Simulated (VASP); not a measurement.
The cell holds one CsBr (CsCl type) (110) slab, with vacuum along c, ions free to move until forces fall under 0.03 eV/Å, no reconstruction beyond this cell, dipole correction on. Ionisation potential and electron affinity count from the cell's own band edges, surface states included.

```xyz
6
Lattice="4.2499 0.0000 0.0000 0.0000 6.0103 0.0000 0.0000 0.0000 23.8752" Properties=species:S:1:pos:R:3 pbc="T T T"
Cs     0.0000     3.0051     8.9629
Cs     4.2499     0.0000    11.9376
Cs     4.2499     3.0051    14.9123
Br     2.1250     0.0000     8.9340
Br     2.1250     3.0051    11.9376
Br     2.1250     0.0000    14.9413
```

These are PBEsol GGA, VASP's PBE PAW potentials (set 64) (plane waves; VASP) values and carry that method's errors. Numerical set-up: 400 eV cut-off, 5×4×1 Γ-centred mesh, Gaussian smearing of 0.050 eV, potentials Cs_sv Br.

Slab and bulk use different k-meshes, so the surface energy is good to a few per cent at best. Unless said otherwise, spin-orbit coupling is left out, though it shifts the bands of the heavy elements here.

Predict its surface energy, ionisation potential, electron affinity, band gap (on the k-mesh).

```yaml
surface_energy: 0.15 J/m²
ionisation_potential: 5.18 eV
electron_affinity: 1.34 eV
band gap (on the k-mesh): 3.85 eV
```

The cell is a thin slab with vacuum, built from CsBr (CsCl type): (110) face.
